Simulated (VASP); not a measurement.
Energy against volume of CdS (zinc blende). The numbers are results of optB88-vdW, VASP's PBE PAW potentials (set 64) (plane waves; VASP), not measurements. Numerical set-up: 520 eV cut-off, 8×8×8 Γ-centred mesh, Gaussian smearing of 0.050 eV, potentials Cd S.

```csv
V (Å³/atom),E (eV/atom)
25.109,-0.66113
25.885,-0.66570
26.662,-0.66206
27.439,-0.65149
```

### Question
Fit these four points and predict the energy of the run at 24.332 Å³/atom.

### Answer
A cubic in V^(−2/3), the third-order Birch-Murnaghan form, passes through the four points with V0 = 25.91 Å³/atom and B0 = 56 GPa, and gives -0.6468 eV/atom there. The run gave -0.6468 eV/atom, -0.0 meV/atom from the fit; all five points give B0 = 56 GPa.

The compound is CdS in the zinc blende structure, a metastable form; wurtzite is the usual one. It was relaxed first, which changed the volume by +5 %.
